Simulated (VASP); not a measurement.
# MoS₂ (space group R3m): computed properties

Computed with PBEsol GGA, VASP's PBE PAW potentials (set 64) (plane waves; VASP 6.6.1).

| Property | Value |
|---|---|
| space group | R3m (160) |
| cell | a = b = 3.142 Å, c = 18.718 Å, α = β = 90.00°, γ = 120.00° |
| volume per atom | 17.78 Å³/atom |
| band gap (over mesh and band path) | 0.97 eV |
| smallest direct gap (over mesh and band path) | 1.80 eV |
| band-edge character | indirect, T to Γ-S0 at 0.55 |
| density | 4.98 g/cm³ |

```cif
data_MoS2
_chemical_formula_sum 'Mo1 S2'
_space_group_name_H-M_alt 'P 1'
_space_group_IT_number 1
_cell_length_a 6.49769
_cell_length_b 6.49769
_cell_length_c 6.49769
_cell_angle_alpha 27.981
_cell_angle_beta 27.981
_cell_angle_gamma 27.981
loop_
_space_group_symop_operation_xyz
  'x, y, z'
loop_
_atom_site_label
_atom_site_type_symbol
_atom_site_fract_x
_atom_site_fract_y
_atom_site_fract_z
_atom_site_occupancy
Mo1 Mo 0.99978 0.99978 0.99978 1
S1 S 0.41636 0.41636 0.41636 1
S2 S 0.24988 0.24988 0.24988 1
```

Without a dispersion term in the relaxation, distances and binding between the weakly bound layers, chains or molecules are unreliable, and so is what depends on them.

The structure comes from a computed database's MoS2 entry (R3m); how it stands against other phases isn't given here. It was relaxed first, which changed the volume by -6 %. Symmetry was kept, so distortions that lower it aren't found.
